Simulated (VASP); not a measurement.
Data:

```
CELL_PARAMETERS angstrom
      3.48346     0.00000     0.00000
     -1.74173     3.01676     0.00000
      0.00000     0.00000    11.40561
ATOMIC_POSITIONS crystal
  Na 0.66667 0.33333 0.89358
  Na 0.33333 0.66667 0.39358
  Tl 0.33333 0.66667 0.11582
  Tl 0.66667 0.33333 0.61582
  O  0.00000 0.00000 0.99062
  O  0.00000 0.00000 0.49062
```

Computed with r2SCAN meta-GGA, VASP's PBE PAW potentials (set 64) (plane waves; VASP 6.6.1). Numerical set-up: 520 eV cut-off, 13×13×4 Γ-centred mesh, Gaussian smearing of 0.010 eV, potentials Na_pv Tl_d O.

Predict the energy per atom (σ→0).

```yaml
energy per atom (σ→0): -21.987 eV/atom
```

Total energies compare only between runs with the same potentials, cut-off and functional.

The structure comes from a computed database's NaTlO entry (P6_3mc); how it stands against other phases isn't given here. It was relaxed first.
